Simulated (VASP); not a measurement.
```xyz
3
Lattice="0.0000 2.5499 2.5499 2.5499 0.0000 2.5499 2.5499 2.5499 0.0000" Properties=species:S:1:pos:R:3 pbc="T T T"
Hf     0.0000     0.0000     0.0000
O      1.2750     1.2750     1.2750
O      3.8249     3.8249     3.8249
```

All values below come from PBE GGA with D4 dispersion, VASP's PBE PAW potentials (set 64) (plane waves; VASP). Numerical set-up: 520 eV cut-off, 8×8×8 Γ-centred mesh, Gaussian smearing of 0.050 eV, potentials Hf_pv O.

Q: Give the stress tensor in GPa (positive for a compressed cell).

A: 
```
-7.19   0.00   0.00
 0.00  -7.19   0.00
 0.00   0.00  -7.19
```
The pressure is its mean diagonal, -7.19 GPa.

The compound is HfO2 in the fluorite structure, the high-temperature cubic form, which is unstable at 0 K; the monoclinic form is the stable one. This cell is one point of a volume scan, at 1.03 of the reference volume.
